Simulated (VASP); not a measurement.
Energy against volume of SrTe (rock salt). These are PBE GGA with D3 dispersion (zero damping), VASP's PBE PAW potentials (set 64) (plane waves; VASP) values and carry that method's errors.

| V (Å³/atom) | E (eV/atom) |
|---|---|
| 34.795 | -4.34820 |
| 35.906 | -4.36035 |
| 37.016 | -4.36408 |
| 38.127 | -4.36061 |
| 39.237 | -4.35097 |

Q: Fit a third-order Birch-Murnaghan equation of state.

A: 
| Property | Result |
|---|---|
| volume per atom | 37.01 Å^3/atom |
| bulk modulus | 34.6 GPa |
| pressure derivative of the bulk modulus | 4.15 |
| lattice constant a | 12.595 bohr |

Measured: bulk modulus 39.5 GPa (computed value off by -12.4 %), a 6.659 Å (computed value off by +0.1 %), as given by S. C. Rakesh Roshan et al., ACS Applied Energy Materials (2021), arXiv:2110.13857. The calculation is for a static lattice, while the measured bulk modulus, a hold thermal and zero-point effects, which are part of the difference.

The compound is SrTe in the rock salt structure. It was relaxed first.
